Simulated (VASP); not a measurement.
All values below come from PBE GGA, VASP's PBE PAW potentials (set 64) (plane waves; VASP).

VASP input:

POSCAR:
```
TcO2
1
    2.5989580000     0.0000000000     0.0000000000
   -1.2994790000     2.2507640000     0.0000000000
    0.0000000000     0.0000000000     4.1926590000
Tc O
1 2
Direct
  0.0000000000   0.0000000000   0.0000000000
  0.3333330000   0.6666670000   0.2520000000
  0.6666670000   0.3333330000   0.7480000000
```

### INCAR
```
SYSTEM = TcO2
PREC = Accurate
ENCUT = 520
EDIFF = 1E-6
NELM = 100
ALGO = Normal
LREAL = .FALSE.
LASPH = .TRUE.
ISMEAR = 0
SIGMA = 0.05
GGA = PE
LMAXMIX = 4
LWAVE = .FALSE.
LCHARG = .FALSE.
ISIF = 2
```

File KPOINTS:
```
Automatic mesh
0
Gamma
7 7 4
0 0 0
```

POTCAR, in this order: Tc_pv O (PBE.64 set). Program: vasp_std.

Task: Predict the energy per atom (σ→0), pressure, largest force, band gap (on the k-mesh).

Result: 
```yaml
energy per atom (σ→0): -6.880 eV/atom
band gap (on the k-mesh): none (metal, semimetal or under 0.01 eV)
pressure: 144.77 GPa
largest_force: 8.281 eV/Å
```

**OSZICAR**
```
...
DAV:   7    -0.207873938473E+02    0.34659E+00   -0.61014E+00   896   0.271E+01    0.171E+01
DAV:   8    -0.206420030224E+02    0.14539E+00   -0.62228E-01   904   0.913E+00    0.173E+00
DAV:   9    -0.206417419082E+02    0.26111E-03   -0.16637E-02   920   0.143E+00    0.206E-01
DAV:  10    -0.206418747379E+02   -0.13283E-03   -0.26787E-04  1112   0.161E-01    0.160E-01
DAV:  11    -0.206418428398E+02    0.31898E-04   -0.57098E-05   904   0.842E-02    0.449E-02
DAV:  12    -0.206418448025E+02   -0.19627E-05   -0.70394E-06   912   0.299E-02    0.722E-03
DAV:  13    -0.206418450374E+02   -0.23485E-06   -0.20426E-06   512   0.154E-02
   1 F= -.20641845E+02 E0= -.20640167E+02  d E =-.335705E-02
```

The structure was generated: TcO2 was put into the CdI2 type (P-3m1), which need not be its known phase. The cell was not relaxed at this level. The k-mesh is coarse (spacing up to 0.40 per Å, 2π included), so the numbers may not be converged in it. The electron count is odd and the run is not spin-polarised, which forces a metal.
